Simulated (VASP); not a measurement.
Here is the system:

```xyz
1
Lattice="0.0000 2.4750 2.4750 2.4750 0.0000 2.4750 2.4750 2.4750 0.0000" Properties=species:S:1:pos:R:3 pbc="T T T"
Pb     0.0000     0.0000     0.0000
```

Calculation: PBE GGA, VASP's PBE PAW potentials (set 64) (plane waves; VASP). Numerical set-up: 400 eV cut-off, 11×11×11 Γ-centred mesh, first-order Methfessel-Paxton smearing of 0.10 eV, potentials Pb_d.

Question: Give the stress tensor in GPa (positive for a compressed cell).

Answer: 
```
2.20  0.00  0.00
0.00  2.20  0.00
0.00  0.00  2.20
```
The pressure is its mean diagonal, 2.20 GPa.

The compound is Pb in the fcc structure. The cell was not relaxed at this level.
